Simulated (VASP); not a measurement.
Method: PBEsol GGA with spin-orbit coupling, VASP's PBE PAW potentials (set 64) (plane waves; VASP).

VASP ran on this input.

KPOINTS:
```
Automatic mesh
0
Gamma
5 5 4
0 0 0
```

File POSCAR:
```
Y2In
1
    5.3700000000     0.0000000000     0.0000000000
   -2.6850000000     4.6505560000     0.0000000000
    0.0000000000     0.0000000000     6.7900000000
Y In
4 2
Direct
  0.3333330000   0.6666670000   0.7500000000
  0.6666670000   0.3333330000   0.2500000000
  0.0000000000   0.0000000000   0.0000000000
  0.0000000000   0.0000000000   0.5000000000
  0.3333330000   0.6666670000   0.2500000000
  0.6666670000   0.3333330000   0.7500000000
```

**INCAR**
```
# general
SYSTEM        = Y2In
PREC          = Accurate
ENCUT         = 300   # plane-wave cut-off (eV)
LREAL         = .FALSE.
LASPH         = .TRUE.   # aspherical one-centre terms

# electronic loop
EDIFF         = 1E-6
NELM          = 100
ALGO          = Normal   # blocked Davidson
LMAXMIX       = 4   # l cut-off of mixed one-centre charges

# smearing
ISMEAR        = 0
SIGMA         = 0.2

# functional
GGA           = PS
GGA_COMPAT    = .FALSE.

# spin
MAGMOM        = 18*0.0
LSORBIT       = .TRUE.
LNONCOLLINEAR = .TRUE.

# ions
ISIF          = 2

# output
LWAVE         = .FALSE.
LCHARG        = .FALSE.
LORBIT        = 11   # lm-projected
```

POTCAR, in this order: Y_sv In_d (PBE.64 set). Program: vasp_ncl.

At this cut-off the stress carries a Pulay error, which pulls relaxed volumes low.

Problem. Predict the energy per atom (σ→0), pressure, band gap (on the k-mesh).

Solution. 
```yaml
energy per atom (σ→0): -580.1 kJ/mol of atoms
band gap (on the k-mesh): none (metal, semimetal or under 0.01 eV)
pressure: -2.28 GPa
```

File OSZICAR:
```
...
DAV:   8    -0.362023307798E+02    0.21649E-01   -0.50472E-01  3472   0.252E+00    0.297E+00
DAV:   9    -0.361564825295E+02    0.45848E-01   -0.19547E-01  3184   0.216E+00    0.873E-01
DAV:  10    -0.361574269962E+02   -0.94447E-03   -0.22616E-02  3760   0.778E-01    0.299E-01
DAV:  11    -0.361573063114E+02    0.12068E-03   -0.10118E-03  3696   0.179E-01    0.978E-02
DAV:  12    -0.361573065045E+02   -0.19304E-06   -0.18901E-04  3560   0.635E-02    0.463E-02
DAV:  13    -0.361573065589E+02   -0.54436E-07   -0.22273E-05  3560   0.259E-02    0.233E-02
DAV:  14    -0.361573067145E+02   -0.15556E-06   -0.64567E-06  2864   0.166E-02
   1 F= -.36157307E+02 E0= -.36073583E+02  d E =-.167448E+00  mag=     0.0000    -0.0000    -0.0000
```

The structure comes from a measured Y2In entry of the Crystallography Open Database, whose conditions weren't checked. The cell was not relaxed at this level. The run is one of a series of settings (GGA_COMPAT = .FALSE., LNONCOLLINEAR = .TRUE., LSORBIT = .TRUE., MAGMOM = 0.0 0.0 0.0 0.0 0.0 0.0 0.0 0.0 0.0 0.0 0.0 0.0 0.0 0.0 0.0 0.0 0.0 0.0, program vasp_ncl against the base run), some of them coarse on purpose.
